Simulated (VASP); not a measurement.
A run of VASP 6.6.1 is set up as follows.

File POSCAR:

```
NbTe
1.0
    3.7029743866      0.0000000000      0.0000000000
   -1.8514871933      3.2068698884      0.0000000000
    0.0000000000      0.0000000000      3.6942110000
Nb Te
1 1
Direct
    0.0000000000      0.0000000000      0.5000000000
    0.6666666700      0.3333333300      0.0000000000
```

The input INCAR.step1:

```
PREC = Accurate ; ENCUT = 520
ISMEAR = 0 ; SIGMA = 0.1
LREAL = False ; LASPH = True
NELM = 100 ; NBANDS = 16
GGA = PE ; ALGO = Normal
EDIFF = 1E-4 ; LWAVE = True
LCHARG = False
```

Contents of INCAR.step2:

```
PREC = Accurate ; ENCUT = 520
EDIFF = 1E-6 ; ISMEAR = 0
SIGMA = 0.1 ; LREAL = False
LASPH = True ; NELM = 100
ALGO = Normal ; ISIF = 2
LWAVE = False ; LCHARG = False
METAGGA = R2SCAN ; LMIXTAU = True
NBANDS = 16 ; ISTART = 1
```

The input KPOINTS:

```
regular mesh
0
Gamma
  6 6 6
```

Potentials or basis: VASP PAW PBE potentials, release 64 (Nb_sv, Te).

Command:

```console
$ cat potpaw_PBE.64/Nb_sv/POTCAR potpaw_PBE.64/Te/POTCAR > POTCAR
$ cp INCAR.step1 INCAR
$ mpirun -np 1 vasp_std > vasp.out
$ cp INCAR.step2 INCAR
$ mpirun -np 1 vasp_std > vasp.out
```

(1) What does it give for the pressure?

(2) Predict the band gap on the k mesh.

Answers

(1) -1.5 GPa.

(2) none (metal or under the smearing width).

Caveat: the PAW data sets were made with another functional, which shifts forces and pressure a little.
